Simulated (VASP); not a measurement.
Output of a VASP run:

### OSZICAR
```
       N       E                     dE             d eps       ncg     rms          rms(c)
DAV:   1     0.406913704442E+02    0.40691E+02   -0.75689E+03   864   0.120E+03
DAV:   2    -0.265373800990E+02   -0.67229E+02   -0.62000E+02  1236   0.189E+02
DAV:   3    -0.297179283321E+02   -0.31805E+01   -0.31625E+01  1148   0.414E+01
DAV:   4    -0.297559312754E+02   -0.38003E-01   -0.37971E-01  1064   0.528E+00
DAV:   5    -0.297566076769E+02   -0.67640E-03   -0.67614E-03  1136   0.673E-01    0.125E+01
DAV:   6    -0.263196923867E+02    0.34369E+01   -0.99893E+00  1060   0.200E+01    0.579E+00
DAV:   7    -0.262242045205E+02    0.95488E-01   -0.91745E-01  1124   0.636E+00    0.250E+00
DAV:   8    -0.262084314728E+02    0.15773E-01   -0.48860E-02  1024   0.163E+00    0.514E-01
DAV:   9    -0.262073228904E+02    0.11086E-02   -0.64769E-03  1100   0.607E-01    0.129E-01
DAV:  10    -0.262075201247E+02   -0.19723E-03   -0.56446E-04  1020   0.178E-01    0.465E-02
DAV:  11    -0.262075265180E+02   -0.63933E-05   -0.57140E-05  1048   0.640E-02    0.141E-02
DAV:  12    -0.262075277088E+02   -0.11908E-05   -0.25006E-06  1096   0.125E-02    0.332E-03
DAV:  13    -0.262075281046E+02   -0.39579E-06   -0.18807E-07   800   0.358E-03    0.120E-03
DAV:  14    -0.262075281627E+02   -0.58062E-07   -0.22193E-08   612   0.123E-03
   1 F= -.26207528E+02 E0= -.26207528E+02  d E =0.000000E+00
```

File OUTCAR:
```
------------------------ aborting loop because EDIFF is reached ----------------------------------------
  FORCE on cell =-STRESS in cart. coord.  units (eV):
  Direction    XX          YY          ZZ          XY          YZ          ZX
  --------------------------------------------------------------------------------------
  Total       -0.0073142     -0.0073142      0.0183286      0.0000000      0.0000000      0.0000000
  in kB       -0.2808411     -0.2808411      0.7037607      0.0000000      0.0000000      0.0000000
  external PRESSURE =       0.0473595 kB  Pullay stress =       0.0000000 kB
  volume of cell :       41.73
      direct lattice vectors                 reciprocal lattice vectors
     1.542248217 -2.671252024  0.000000000     0.324202028 -0.187178145  0.000000000
     1.542248217  2.671252024  0.000000000     0.324202028  0.187178145  0.000000000
     0.000000000  0.000000000  5.064264044     0.000000000  0.000000000  0.197462058
  FREE ENERGIE OF THE ION-ELECTRON SYSTEM (eV)
  ---------------------------------------------------
  free  energy   TOTEN  =       -26.2075281627 eV

  energy  without entropy=      -26.2075281627  energy(sigma->0) =      -26.20752816

 total charge

# of ion       s       p       d       tot
------------------------------------------
    1        0.707   0.962   0.000   1.669
    2        0.707   0.962   0.000   1.669
    3        0.836   1.701   0.000   2.537
    4        0.836   1.701   0.000   2.537
--------------------------------------------------
tot          3.086   5.325   0.000   8.412

 Electric field gradients after diagonalization (V/A^2)
 (convention: |V_zz| > |V_xx| > |V_yy|)
----------------------------------------------------------------------
 ion       V_xx      V_yy      V_zz     asymmetry (V_yy - V_xx)/ V_zz
----------------------------------------------------------------------
   1      -1.570    -1.569     3.139       0.000
   2      -1.570    -1.570     3.140       0.000
   3      -1.084    -1.083     2.167       0.000
   4      -1.084    -1.084     2.167       0.000
```
(Selected blocks of OUTCAR.)

File POSCAR:
```
SiC
1
    1.5422482166    -2.6712520244     0.0000000000
    1.5422482166     2.6712520244     0.0000000000
    0.0000000000     0.0000000000     5.0642640444
Si C
2 2
Direct
  0.6666670000   0.3333330000   0.4996647291
  0.3333330000   0.6666670000   0.9996647291
  0.6666670000   0.3333330000   0.8753352709
  0.3333330000   0.6666670000   0.3753352709
```

Problem. Reconstruct the remaining input files.

Solution. Several could match; the one computed here: the input of the run itself, vdW-DF-cx, plane waves, VASP's PBE PAW potentials (set 64).

**INCAR**
```
! general
SYSTEM   = SiC
PREC     = Accurate
ENCUT    = 520
LREAL    = F
LASPH    = T

! electronic loop
EDIFF    = 1E-7
NELM     = 100
ALGO     = Normal

! smearing
ISMEAR   = -5

! functional
GGA      = CX
LUSE_VDW = T
AGGAC    = 0.0

! ions
ISIF     = 2

! output
LWAVE    = F
LCHARG   = T
LORBIT   = 11
NEDOS    = 601

! other
LEFG     = T
```

**KPOINTS**
```
Automatic
0
gamma
  9 9 5
```

POTCAR, in this order: Si C (PBE.64 set). Program: vasp_std.

The compound is SiC in the wurtzite structure, the rare 2H polytype. It was relaxed first.
